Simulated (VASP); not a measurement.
Here is the system:

```
Si
1.0
    0.00000     2.73421     2.73421
    2.73421     0.00000     2.73421
    2.73421     2.73421     0.00000
Si
2
Cartesian
  0.00000   0.00000   0.00000
  1.36710   1.36710   1.36710
```

Method: PBE GGA, VASP's PBE PAW potentials (set 64) (plane waves; VASP). Settings: 400 eV cut-off, Gaussian smearing of 0.050 eV, potentials Si.

### Question
Give the energies of bands 2 to 7 at the high-symmetry points, in eV from the valence-band maximum.

### Answer

```json
[
 {"band": "2", "Γ": "0.00", "X": "-7.75", "U": "-7.16", "L": "-6.87", "W": "-7.59"},
 {"band": "3", "Γ": "0.00", "X": "-2.79", "U": "-4.20", "L": "-1.18", "W": "-3.76"},
 {"band": "4", "Γ": "0.00", "X": "-2.79", "U": "-2.38", "L": "-1.18", "W": "-3.76"},
 {"band": "5", "Γ": "2.56", "X": "0.75", "U": "1.23", "L": "1.47", "W": "4.27"},
 {"band": "6", "Γ": "2.56", "X": "0.75", "U": "4.11", "L": "3.35", "W": "4.27"},
 {"band": "7", "Γ": "2.56", "X": "9.94", "U": "7.38", "L": "3.35", "W": "4.93"}
]
```

The gap is indirect, 0.61 eV, from the valence maximum at Γ to the conduction minimum at Γ-X at 0.86.

Measured: gap 1.23 eV (computed value off by -0.62 eV), as given by Wei Chen et al., Physical Review Materials (2018), doi:10.1103/physrevmaterials.2.073803 [zero-point renormalisation of 0.06 eV added back (the table's ZPR column)].

The compound is Si in the diamond structure. It was relaxed first.
